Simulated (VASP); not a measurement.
An input for Quantum ESPRESSO's pw.x (written as the equivalent of a VASP run, and not itself run):

```
&CONTROL
  calculation = 'relax'
  pseudo_dir = './pseudo'
  outdir = './out'
  tprnfor = .true.
  tstress = .true.
  nstep = 30
  forc_conv_thr = 3.9e-05
/
&SYSTEM
  ibrav = 0
  nat = 3
  ntyp = 2
  ecutwfc = 58
  occupations = 'smearing'
  smearing = 'gaussian'
  degauss = 0.003675
  input_dft = 'pbesol'
/
&ELECTRONS
  conv_thr = 7.3e-10
  electron_maxstep = 100
/
&IONS
/
ATOMIC_SPECIES
  Hf 178.490 Hf.upf
  S 32.060 S.upf
CELL_PARAMETERS angstrom
     1.7943541   -3.1079122   -0.0000000
     1.7943541    3.1079122    0.0000000
    -0.0000000   -0.0000000    5.9074483
ATOMIC_POSITIONS crystal
  Hf   0.0000000  0.0000000  1.0000000
  S    0.3333330  0.6666670  0.2447732
  S    0.6666670  0.3333330  0.7552268
K_POINTS automatic
  7 7 4 0 0 0
```

Task: Write the VASP files for the same calculation (PBEsol).

Result: One answer among several that fit: 
KPOINTS:
```
K-points
0
Gamma
7 7 4
0 0 0
```

### INCAR
```
SYSTEM  =  HfS2
PREC  =  Accurate; ENCUT  =  400; LREAL  =  .False.
LASPH  =  .True.
EDIFF  =  1E-8; NELM  =  100; ALGO  =  Normal
LMAXMIX  =  6
ISMEAR  =  0; SIGMA  =  0.05
GGA  =  PS
IBRION  =  1; NSW  =  30; ISIF  =  2
EDIFFG  =  -0.001
LWAVE  =  .False.; LCHARG  =  .False.
```

### POSCAR
```
HfS2
1
    1.7943540918    -3.1079122453    -0.0000000000
    1.7943540918     3.1079122453     0.0000000000
   -0.0000000000    -0.0000000000     5.9074482923
Hf S
1 2
Direct
  0.0000000000   0.0000000000   1.0000000000
  0.3333330000   0.6666670000   0.2447732351
  0.6666670000   0.3333330000   0.7552267649
```

POTCAR, in this order: Hf_pv S (PBE.64 set). Program: vasp_std.

What does not carry over: the potentials are each code's own (VASP's PAW set, PseudoDojo norm-conserving files in pw.x), so ENCUT and ecutwfc are chosen apart and not converted; conv_thr bounds pw.x's estimated SCF error, while EDIFF bounds the energy change between steps; forc_conv_thr acts on force components and is met together with etot_conv_thr.

The compound is HfS2 in the 1T layered structure. This run relaxes the ions in a fixed cell. Symmetry was kept, so distortions that lower it aren't found. The start is the result of an earlier pass.
